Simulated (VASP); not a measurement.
# Normal strain, stress and strain energy of rocksalt TiC under biaxial (111) strain at PBEsol level

A hard TiC coating grown with its (111) planes parallel to a substrate takes up misfit strain in the plane and is free to change its thickness. To turn a measured lattice strain into a film stress, I need the elastic response for exactly this geometry, and I need to know at what strain a constant modulus stops being good enough. I therefore follow the normal strain, the in-plane stress and the energy per atom from −2 % to +2 % in-plane strain. Strains and energies are counted from the relaxed PBEsol crystal, and tension is positive. The results describe a perfect static crystal with no substrate, and no measured values are compared here.

## How the numbers were made

The start is a typed prototype cell. The crystal was relaxed with PBEsol. Equal strain is imposed in the (111) plane; the strain along the normal is adjusted until the normal stress vanishes, and the atoms are relaxed with PBEsol. VASP 6.6.1, plane waves with PAW, cutoff 600 eV, no spin polarisation, no spin-orbit coupling, k mesh 20×20×20, static lattice. The same in all rows: band gap on the k mesh at PBEsol: 0.000 eV.

Notes on method and selection:

- Runs that did not converge, have known faults or may not be shown are not listed, and runs on Ansatz's PAW sets soft_1 and soft_2 are kept to separate tables.

Columns:

- strain (%): strain in the plane (tension positive).
- normal strain (%): strain along the normal.
- stress (GPa): in-plane stress, tension positive.
- strain energy (meV/atom): energy per atom above the relaxed crystal.

Input lines of one member:

```
PREC = Accurate
ENCUT = 600
EDIFF = 1E-07
NELM = 120
ISMEAR = 1
SIGMA = 0.15
LREAL = .FALSE.
ALGO = Normal
GGA = PS
NBANDS = 14
LASPH = .TRUE.
LORBIT = 11
KPAR = 2
IBRION = 1
NSW = 25
```

Command (options for logging and memory left out): `mpirun -np 2 vasp_std`

## Computed values

| member | strain (%) | normal strain (%) | stress (GPa) | strain energy (meV/atom) |
| --- | --- | --- | --- | --- |
| −2 % | −2.0 | 1.219 | −11.94 | 14.67 |
| −1.5 % | −1.5 | 0.914 | −8.78 | 8.23 |
| −1 % | −1.0 | 0.607 | −5.75 | 3.68 |
| −0.5 % | −0.5 | 0.300 | −2.83 | 0.96 |
| 0 % | 0.0 | 0.000 | 0.01 | 0.00 |
| +0.5 % | 0.5 | −0.303 | 2.74 | 0.77 |
| +1 % | 1.0 | −0.605 | 5.38 | 3.20 |
| +1.5 % | 1.5 | −0.908 | 7.93 | 7.26 |
| +2 % | 2.0 | −1.214 | 10.37 | 12.89 |

Least-squares fits to the whole series, with x = strain (%); R² and errors in the fitted variable (y, or ln y where the fit is in ln y):

| y | members | fit | R² | rms residual | leave-one-out rms | the same for the mean of the others |
| --- | --- | --- | --- | --- | --- | --- |
| normal strain (%) | 9 | y = 0.001111 − 0.6075 x | 1.00 | 0.0022 | 0.0029 | 0.88 |
| stress (GPa) | 9 | y = −0.3189 + 5.573 x | 1.00 | 0.29 | 0.42 | 8.1 |

## Mechanism

Tension in the plane thins the crystal by about 0.61 % for each 1 % of strain, and this ratio hardly changes along the series. The stress rises steadily but bends: it reaches 10.37 GPa at +2 % and −11.94 GPa at −2 %. The energy is close to a parabola, somewhat steeper on the compressive side.

For the simplest model I assume that stress is proportional to strain, that the crystal is cubic before straining, and that the normal stress is zero. Symmetry keeps both atoms on inversion centres, so no internal displacement enters. I call the in-plane strain e, the normal strain n and the in-plane stress σ.

1. The volume changes by the fraction 2e + n. The mean stress is 2σ/3, because two of the three directions carry σ. The bulk modulus B links them: 2σ/3 = B(2e + n).

2. The rest of the deformation is a shear of the cubic axes, which only C₄₄ resists: σ = 2C₄₄(e − n).

3. I write n = −r e and σ = M e, where M is the biaxial modulus. The two equations then give B = 2M/[3(2 − r)] and C₄₄ = M/[2(1 + r)].

4. Eliminating M gives r = (6B − 4C₄₄)/(3B + 4C₄₄), so the thinning depends only on the ratio C₄₄/B.

5. Both in-plane directions do work, each σe/2 per volume. With V the volume per atom, the energy per atom is E = V M e² = k e².

The three parameters are B, C₄₄ and V. In bond terms, all six Ti–C bonds of an atom make the same angle with the normal, so they change length equally, by the fraction (2e + n)/3. B measures the resistance to this stretch, and C₄₄ the resistance to bending the bond angles away from 90°. C₁₁ and C₁₂ enter only as C₁₁ + 2C₁₂ = 3B, so this strain cannot give them separately.

## The model against the table

I fix the model on the −1 % and +1 % members, because averaging the two signs removes the curvature to lowest order.

- r = (0.607 + 0.605)/2 = 0.606
- M = (5.75 + 5.38)/2 = 5.565 GPa per %, or 5.565 × 100 = 556.5 GPa
- k = (3.68 + 3.20)/2 = 3.44 meV/atom per %²

The moduli follow from step 3, with 2 − 0.606 = 1.394 and 1 + 0.606 = 1.606:

- B = 2 × 556.5 / (3 × 1.394) = 266 GPa
- C₄₄ = 556.5 / (2 × 1.606) = 173 GPa

With 1 eV/Å³ = 160.2 GPa and k = 3.44 / 1000 = 0.00344 eV/atom per %², the volume is V = 0.00344 × 160.2 / (556.5 × 0.01²) = 9.90 Å³ per atom. This agrees with the relaxed cell, so the curvature of the energy and the slope of the stress tell the same story.

Now I work out four other members, with the table value in brackets.

**+0.5 %**
- normal strain: −0.606 × 0.5 = −0.303 % (−0.303)
- stress: 5.565 × 0.5 = 2.78 GPa (2.74)
- energy: 3.44 × 0.5 × 0.5 = 0.86 meV/atom (0.77)

**+1.5 %**
- normal strain: −0.606 × 1.5 = −0.909 % (−0.908)
- stress: 5.565 × 1.5 = 8.35 GPa (7.93)
- energy: 3.44 × 1.5 × 1.5 = 7.74 meV/atom (7.26)

**+2 %**
- normal strain: −0.606 × 2 = −1.212 % (−1.214)
- stress: 5.565 × 2 = 11.13 GPa (10.37)
- energy: 3.44 × 4 = 13.76 meV/atom (12.89)

**−2 %**
- normal strain: −0.606 × (−2) = 1.212 % (1.219)
- stress: 5.565 × (−2) = −11.13 GPa (−11.94)
- energy: 3.44 × 4 = 13.76 meV/atom (14.67)

The normal strain is reproduced to within 0.007 %, while the stress and the energy drift away from the model.

## Outliers

Largest departures from the fit to the whole series:

| member | normal strain (%) | fit | computed − fit | in rms residuals |
| --- | --- | --- | --- | --- |
| −0.5 % | 0.300 | 0.305 | −0.005 | 2.2 |
| −2 % | 1.219 | 1.216 | +0.003 | 1.3 |
| +1.5 % | −0.908 | −0.910 | +0.002 | 1.0 |
| −1.5 % | 0.914 | 0.912 | +0.002 | 0.7 |

The normal strains all lie within about 0.005 % of their line, too little to matter for a film. The stress departs from the model's straight line in the same direction at both ends: computed minus model is 10.37 − 11.13 = −0.76 GPa at +2 % and −11.94 + 11.13 = −0.81 GPa at −2 %, about 7 %. The assumption that fails is that of constant moduli. Steps 1 and 2 can be applied to each end row by itself, using magnitudes; as fractions the normal strains are 1.214 / 100 = 0.01214 at +2 % and 1.219 / 100 = 0.01219 at −2 %. At +2 %, 2e + n is 2 × 0.02 − 0.01214 = 0.02786 and e − n is 0.02 + 0.01214 = 0.03214, so B = 2 × 10.37 / (3 × 0.02786) = 248 GPa and C₄₄ = 10.37 / (2 × 0.03214) = 161 GPa. At −2 %, the same sums are 2 × 0.02 − 0.01219 = 0.02781 and 0.02 + 0.01219 = 0.03219, so B = 2 × 11.94 / (3 × 0.02781) = 286 GPa and C₄₄ = 11.94 / (2 × 0.03219) = 185 GPa. Longer bonds are softer, and both moduli change by nearly the same share, as step 4 requires when r is nearly constant. The intercept of −0.3189 GPa in the printed fit comes from this curvature and is no residual stress.

The energy shows a second, smaller fault. The model is too high by 12 % at +0.5 % but by only 7 % at +2 %, whereas softening alone would matter less at small strain. Half the difference between compression and tension is 0.24 meV/atom at 1 % and 0.89 at 2 %. A linear plus a cubic term reproduces both with a linear part of −0.17 meV/atom per %, equivalent, after division by 2V, to a stress of about −0.14 GPa, although the unstrained row has 0.01 GPa. The probable cause is the finite plane-wave basis: at fixed cutoff a larger cell holds more plane waves, which lowers its energy slightly.

## Closing remarks

The thinning ratio of 0.61 serves over the whole range from −2 % to +2 %. A constant biaxial modulus of 556.5 GPa gives the stress to within about 4 % up to 1 % strain of either sign, and to within about 8 % at 2 %. Beyond 1 % I would let the modulus fall under tension and rise under compression.

Two effects are left out here. Real titanium carbide usually lacks some carbon, and the vacancies lower the moduli, so the stress in a carbon-poor film would be overestimated. Flaws also limit the tension that a real film can bear, so the stress computed at +2 % is the response of a perfect crystal and not a strength.

[Logs are printed without paths, hosts, clocks, repeated set-up lines and the standing remarks that a program may print on its own settings, such as how far it seeks lower states.]
